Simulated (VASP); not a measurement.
## Cutoff convergence: GaN

System: GaN (zinc blende type, first atom moved by 0.06 Å along [111]), 2 atoms in the cell.

```xyz
2
Lattice="0.0000 2.2750 2.2750 2.2750 0.0000 2.2750 2.2750 2.2750 0.0000" Properties=species:S:1:pos:R:3 pbc="T T T"
Ga    0.0346    0.0346    0.0346
N     1.1375    1.1375    1.1375
```

Theory: HSE06, plane waves, standard recommended PAW potentials in VASP.

Orbitals from an earlier step on the same cell; potentials Ga_d N; PREC = Normal; HFSCREEN = 0.208; HFRCUT = 0; PRECFOCK = Fast; k-mesh 4×4×4 Γ-centred; Fermi–Dirac smearing of 0.05 eV; no spin polarisation.

At 520 eV the pressure at a fixed basis is -6.10 GPa. Another run of the series gave -13.51 GPa at a fixed basis and an energy +12.2 meV/atom from the top run.

Q: Which cutoff did it use?
A. 360 eV
B. 460 eV
C. 400 eV

A: A. The series:

```json
{"cutoff (eV)": "360", "E − E(top) (meV/atom)": "12.2", "pressure at fixed basis (GPa)": "-13.51", "rms force change (meV/Å)": "3.8"}
{"cutoff (eV)": "400", "E − E(top) (meV/atom)": "2.6", "pressure at fixed basis (GPa)": "-9.64", "rms force change (meV/Å)": "1.4"}
{"cutoff (eV)": "460", "E − E(top) (meV/atom)": "-0.3", "pressure at fixed basis (GPa)": "-6.78", "rms force change (meV/Å)": "0.2"}
{"cutoff (eV)": "520", "E − E(top) (meV/atom)": "0.0", "pressure at fixed basis (GPa)": "-6.10", "rms force change (meV/Å)": "0.0"}
```

The k-mesh is coarse, so these values belong to this mesh and can lie far from the converged ones. This cubic structure is a model: it isn't the usual form of the substance at ambient conditions, and such phases are metastable or hypothetical. Potentials made with PBE were used with another functional.

TOTEN holds a cutoff-dependent correction for the basis error of the free atoms, and the grids can change too, so it isn't variational and can rise with the cutoff.
